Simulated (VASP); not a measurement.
Output of a VASP run:

**OUTCAR**
```
 ion  position               nearest neighbor table
   1  0.000  0.000  0.000-
  LATTYP: Found a body centered cubic cell.
 ALAT       =     6.3566001582
 Subroutine PRICEL returns:
 Original cell was already a primitive cell.
 Subroutine GETGRP returns: Found 48 space group operations
The static configuration has the point symmetry O_h .
The dynamic configuration has the point symmetry O_h .
 Subroutine INISYM returns: Found 48 space group operations
 Subroutine IBZKPT returns following result:
 Found     29 irreducible k-points:

 Following reciprocal coordinates:
            Coordinates               Weight
  0.000000  0.000000  0.000000      1.000000
  0.125000  0.000000  0.000000     12.000000
  0.250000  0.000000  0.000000     12.000000
  0.375000  0.000000  0.000000     12.000000
  0.500000  0.000000  0.000000      6.000000
  0.125000  0.125000  0.000000     24.000000
  0.250000  0.125000  0.000000     48.000000
  0.375000  0.125000  0.000000     48.000000
  0.250000  0.250000  0.000000     24.000000
  0.375000  0.250000  0.000000     24.000000
  0.125000  0.125000  0.125000      8.000000
  0.250000  0.125000  0.125000     24.000000
  0.375000  0.125000  0.125000     12.000000
 -0.125000  0.125000  0.125000      6.000000
  0.250000  0.250000  0.125000     24.000000
 -0.250000  0.250000  0.125000     24.000000
 -0.375000  0.375000  0.125000     24.000000
 -0.250000  0.375000  0.125000     24.000000
  0.500000  0.500000  0.125000     12.000000
 -0.375000  0.500000  0.125000     48.000000
 -0.375000 -0.375000  0.125000      8.000000
  0.250000  0.250000  0.250000      2.000000
 -0.250000  0.250000  0.250000      6.000000
 -0.375000  0.375000  0.250000     24.000000
  0.500000  0.500000  0.250000     12.000000
 -0.375000  0.500000  0.250000     24.000000
 -0.375000  0.375000  0.375000      6.000000
  0.500000  0.500000  0.375000     12.000000
  0.500000  0.500000  0.500000      1.000000
   k-points           NKPTS =     29   k-points in BZ     NKDIM =     29   number of bands    NBANDS=      8
   number of dos      NEDOS =    301   number of ions     NIONS =      1
   total plane-waves  NPLWV =  74088
   dimension x,y,z NGX =    42 NGY =   42 NGZ =   42
   dimension x,y,z NGXF=    84 NGYF=   84 NGZF=   84
   ions per type =               1
   PREC   = accura    normal or accurate (medium, high low for compatibility)
   ISTART =      0    job   : 0-new  1-cont  2-samecut
   ICHARG =      2    charge: 1-file 2-atom 10-const
   ISPIN  =      1    spin polarized calculation?
   LNONCOLLINEAR =      F non collinear calculations
   LSORBIT =      F    spin-orbit coupling
   INIWAV =      1    electr: 0-lowe 1-rand  2-diag
   ENCUT  =  520.0 eV  38.22 Ry    6.18 a.u.  10.24 10.24 10.24*2*pi/ulx,y,z
   NELM   =    100;   NELMIN=  2; NELMDL= -5     # of ELM steps
   EDIFF  = 0.1E-06   stopping-criterion for ELM
   LREAL  =      F    real-space projection
   NLSPLINE    = F    spline interpolate recip. space projectors
   LMAXMIX     =    4 max onsite mixed and CHGCAR
   VOSKOWN=      0    Vosko Wilk Nusair interpolation
   EDIFFG = 0.1E-05   stopping-criterion for IOM
   NSW    =      0    number of steps for IOM
   NBLOCK =      1;   KBLOCK =      1    inner block; outer block
   IBRION =     -1    ionic relax: 0-MD 1-quasi-New 2-CG
   NFREE  =      0    steps in history (QN), initial steepest desc. (CG)
   ISIF   =      2    stress and relaxation
   ISYM   =      2    0-nonsym 1-usesym 2-fastsym
   TEIN   =    0.0    initial temperature
   TEBEG  =    0.0;   TEEND  =   0.0 temperature during run
   SMASS  =  -3.00    Nose mass-parameter (am)
   PSTRESS=    0.0 pullay stress
   NELECT =       9.0000    total number of electrons
   EFERMI =   0.00;   METHOD = LEGACY
   ISMEAR =     1;   SIGMA  =   0.10  broadening in eV -4-tet -1-fermi 0-gaus
   IALGO  =     38    algorithm
   LDIAG  =      T    sub-space diagonalisation (order eigenvalues)
...
```

**OSZICAR**
```
...
DAV:  20     0.454273689410E+01    0.39269E-01   -0.52334E-02   464   0.270E+00    0.509E-02
DAV:  21     0.454180342187E+01   -0.93347E-03   -0.40198E-04   752   0.253E-01    0.532E-02
DAV:  22     0.454347690932E+01    0.16735E-02   -0.44020E-04   496   0.296E-01    0.580E-02
DAV:  23     0.454638035295E+01    0.29034E-02   -0.11008E-03   464   0.506E-01    0.587E-02
DAV:  24     0.454077848011E+01   -0.56019E-02   -0.45544E-03   464   0.952E-01    0.549E-02
DAV:  25     0.452783961026E+01   -0.12939E-01   -0.30434E-02   464   0.225E+00    0.498E-02
DAV:  26     0.451433106495E+01   -0.13509E-01   -0.46732E-02   464   0.171E+00    0.465E-02
DAV:  27     0.451431574594E+01   -0.15319E-04   -0.24193E-04   664   0.934E-02    0.444E-02
DAV:  28     0.451531966781E+01    0.10039E-02   -0.11076E-03   464   0.379E-01    0.445E-02
DAV:  29     0.451522267305E+01   -0.96995E-04   -0.27111E-04   464   0.181E-01    0.448E-02
DAV:  30     0.451531567310E+01    0.93000E-04   -0.29596E-05   528   0.627E-02    0.450E-02
DAV:  31     0.451529707999E+01   -0.18593E-04   -0.42039E-07   744   0.776E-03    0.451E-02
DAV:  32     0.451545968478E+01    0.16260E-03   -0.15570E-05   480   0.397E-02    0.450E-02
DAV:  33     0.451461382668E+01   -0.84586E-03   -0.57400E-04   472   0.296E-01    0.443E-02
DAV:  34     0.451463351591E+01    0.19689E-04   -0.10343E-06   712   0.849E-03    0.442E-02
DAV:  35     0.451478301072E+01    0.14949E-03   -0.36989E-05   472   0.780E-02    0.445E-02
DAV:  36     0.451514052369E+01    0.35751E-03   -0.85137E-05   480   0.113E-01    0.440E-02
DAV:  37     0.451504149767E+01   -0.99026E-04   -0.61355E-06   472   0.292E-02    0.440E-02
DAV:  38     0.451433382359E+01   -0.70767E-03   -0.35047E-04   464   0.227E-01    0.396E-02
DAV:  39     0.451394582813E+01   -0.38800E-03   -0.18669E-04   464   0.172E-01    0.316E-02
DAV:  40     0.451393210427E+01   -0.13724E-04   -0.23071E-05   480   0.669E-02    0.288E-02
DAV:  41     0.451377478406E+01   -0.15732E-03   -0.44253E-05   496   0.651E-02    0.241E-02
DAV:  42     0.451370053085E+01   -0.74253E-04   -0.12565E-04   464   0.115E-01    0.184E-02
DAV:  43     0.451361147071E+01   -0.89060E-04   -0.39927E-05   496   0.716E-02    0.148E-02
DAV:  44     0.451364904667E+01    0.37576E-04   -0.12452E-04   464   0.140E-01    0.109E-02
DAV:  45     0.451356852592E+01   -0.80521E-04   -0.36441E-05   496   0.624E-02    0.110E-02
DAV:  46     0.451352103716E+01   -0.47489E-04   -0.64162E-05   464   0.729E-02    0.125E-02
DAV:  47     0.451350718138E+01   -0.13856E-04   -0.96227E-06   464   0.371E-02    0.134E-02
DAV:  48     0.451347644624E+01   -0.30735E-04   -0.12240E-05   464   0.379E-02    0.133E-02
DAV:  49     0.451350797323E+01    0.31527E-04   -0.40660E-05   464   0.644E-02    0.112E-02
DAV:  50     0.451353560318E+01    0.27630E-04   -0.73007E-06   480   0.371E-02    0.970E-03
DAV:  51     0.451352958941E+01   -0.60138E-05   -0.86999E-06   464   0.383E-02    0.795E-03
DAV:  52     0.451358476168E+01    0.55172E-04   -0.19591E-05   464   0.567E-02    0.447E-03
DAV:  53     0.451358507068E+01    0.30899E-06   -0.61128E-06   480   0.276E-02    0.170E-03
DAV:  54     0.451360030715E+01    0.15236E-04   -0.73395E-06   464   0.280E-02    0.146E-03
DAV:  55     0.451359836761E+01   -0.19395E-05   -0.13792E-06   512   0.136E-02    0.170E-03
DAV:  56     0.451360300463E+01    0.46370E-05   -0.33362E-06   464   0.217E-02    0.226E-03
DAV:  57     0.451360315345E+01    0.14882E-06   -0.77858E-07   480   0.120E-02    0.229E-03
DAV:  58     0.451360320103E+01    0.47573E-07   -0.16986E-07   472   0.524E-03
   1 F= 0.45136032E+01 E0= 0.45144213E+01  d E =-.245415E-02
```

OUTCAR:
```
------------------------ aborting loop because EDIFF is reached ----------------------------------------
  FORCE on cell =-STRESS in cart. coord.  units (eV):
  Direction    XX          YY          ZZ          XY          YZ          ZX
  --------------------------------------------------------------------------------------
  Total       -0.0695645     -0.0695645     -0.0695645     -0.0000000     -0.0000000      0.0000000
  in kB       -0.8678673     -0.8678673     -0.8678673     -0.0000000     -0.0000000      0.0000000
  external PRESSURE =      -0.8678673 kB  Pullay stress =       0.0000000 kB
  volume of cell :      128.42
      direct lattice vectors                 reciprocal lattice vectors
    -3.178300079  3.178300079  3.178300079     0.000000000  0.157316801  0.157316801
     3.178300079 -3.178300079  3.178300079     0.157316801  0.000000000  0.157316801
     3.178300079  3.178300079 -3.178300079     0.157316801  0.157316801  0.000000000
 POSITION                                       TOTAL-FORCE (eV/Angst)
 -----------------------------------------------------------------------------------
      0.00000      0.00000      0.00000        -0.000000      0.000000     -0.000000
 -----------------------------------------------------------------------------------
    total drift:                               -0.000000      0.000000      0.000000
  FREE ENERGIE OF THE ION-ELECTRON SYSTEM (eV)
  ---------------------------------------------------
  free  energy   TOTEN  =         4.5136032010 eV

  energy  without entropy=        4.5160573494  energy(sigma->0) =        4.51442125
```
(Selected blocks of OUTCAR.)

### POSCAR
```
Cs
1
   -3.1783000791     3.1783000791     3.1783000791
    3.1783000791    -3.1783000791     3.1783000791
    3.1783000791     3.1783000791    -3.1783000791
Cs
1
Direct
  0.0000000000   0.0000000000   0.0000000000
```

Task: Write an INCAR and KPOINTS that could have produced this output.

Result: This is not unique; one that fits is the input of the run itself, MS2 meta-GGA, plane waves, VASP's PBE PAW potentials (set 64).

**INCAR**
```
SYSTEM = Cs
PREC = Accurate
ENCUT = 520
EDIFF = 1E-7
NELM = 100
ALGO = Normal
LREAL = .FALSE.
LASPH = .TRUE.
ISMEAR = 1
SIGMA = 0.1
METAGGA = MS2
LMIXTAU = .TRUE.
LMAXMIX = 4
LWAVE = .FALSE.
LCHARG = .FALSE.
ISIF = 2
```

**KPOINTS**
```
Automatic mesh
0
Gamma
8 8 8
0 0 0
```

POTCAR, in this order: Cs_sv (PBE.64 set). Program: vasp_std.

The compound is Cs in the bcc structure. This cell is one point of a volume scan, at 1.06 of the reference volume.
